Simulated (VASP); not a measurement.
VASP input:

INCAR:
```
LDAU = .TRUE.
ENCUT = 300
ISIF = 2   # forces and stress, cell fixed
LDAUTYPE = 2
LDAUU = 5.0 0 0 0
GGA = PE   # PBE
EDIFF = 1E-6   # SCF stop (eV)
LWAVE = .FALSE.
LREAL = .FALSE.   # projection in real space or not
ALGO = Normal   # blocked Davidson
PREC = Accurate
LDAUJ = 0 0 0 0
NELM = 100   # most electronic steps
SIGMA = 0.1   # width (eV)
ISMEAR = -1
LDAUL = 2 -1 -1 -1
LMAXMIX = 4
LCHARG = .FALSE.
LASPH = .TRUE.   # aspherical one-centre terms
SYSTEM = ZnCu2SnS4
```

### KPOINTS
```
Automatic
0
gamma
  4 4 4
```

### POSCAR
```
ZnCu2SnS4
1
   -2.7415540000     2.7415540000     5.4736230000
    2.7415540000    -2.7415540000     5.4736230000
    2.7415540000     2.7415540000    -5.4736230000
Cu Zn Sn S
2 1 1 4
Direct
  0.0000000000   0.0000000000   0.0000000000
  0.7500000000   0.2500000000   0.5000000000
  0.2500000000   0.7500000000   0.5000000000
  0.5000000000   0.5000000000   0.0000000000
  0.3716100000   0.8844100000   0.9996000000
  0.1155900000   0.1151900000   0.4872000000
  0.8848100000   0.3720100000   0.0004000000
  0.6279900000   0.6283900000   0.5128000000
```

POTCAR, in this order: Cu Zn Sn_d S (PBE.64 set). Program: vasp_std.

**Question.** Write an equivalent input for Ansatz.

**Answer.** One equivalent input (not run):
Ansatz 0.2 input:
```yaml
crystal:
  lattice:
    - [-2.7415540, 2.7415540, 5.4736230]
    - [2.7415540, -2.7415540, 5.4736230]
    - [2.7415540, 2.7415540, -5.4736230]
  atoms:
    - { symbol: Cu, position: [0.0000000, 0.0000000, 0.0000000] }
    - { symbol: Cu, position: [0.7500000, 0.2500000, 0.5000000] }
    - { symbol: Zn, position: [0.2500000, 0.7500000, 0.5000000] }
    - { symbol: Sn, position: [0.5000000, 0.5000000, 0.0000000] }
    - { symbol: S, position: [0.3716100, 0.8844100, 0.9996000] }
    - { symbol: S, position: [0.1155900, 0.1151900, 0.4872000] }
    - { symbol: S, position: [0.8848100, 0.3720100, 0.0004000] }
    - { symbol: S, position: [0.6279900, 0.6283900, 0.5128000] }
kpoints:
  mp_grid: { grid: [4, 4, 4] }
hamiltonian:
  xc: pbe
  pseudopotentials: { kind: paw }
  hubbard:
    sites:
      - { species: Cu, l: d, u_eff: 5 }
scf:
  occupations: { method: fermi_dirac, width: 0.1 }
  max_iter: 100
output: { forces: true, stress: true, eigenvalues: true }
```
Limits of the translation: each code has its own PAW files, so the cut-off isn't converted (ENCUT is set for VASP's; basis.ecutwfc is left out, and Ansatz then takes the one that its files recommend); Ansatz stops its SCF on the density residual and VASP on the energy change (EDIFF); the +U projectors differ, so the same U acts differently.

The structure comes from a measured ZnCu2SnS4 entry of the Crystallography Open Database, whose conditions weren't checked. The cell was not relaxed at this level. The run is one of a series of settings (LDAU = .TRUE., LDAUJ = 0 0 0 0, LDAUL = 2 -1 -1 -1, LDAUTYPE = 2, LDAUU = 5.0 0 0 0 against the base run), some of them coarse on purpose.
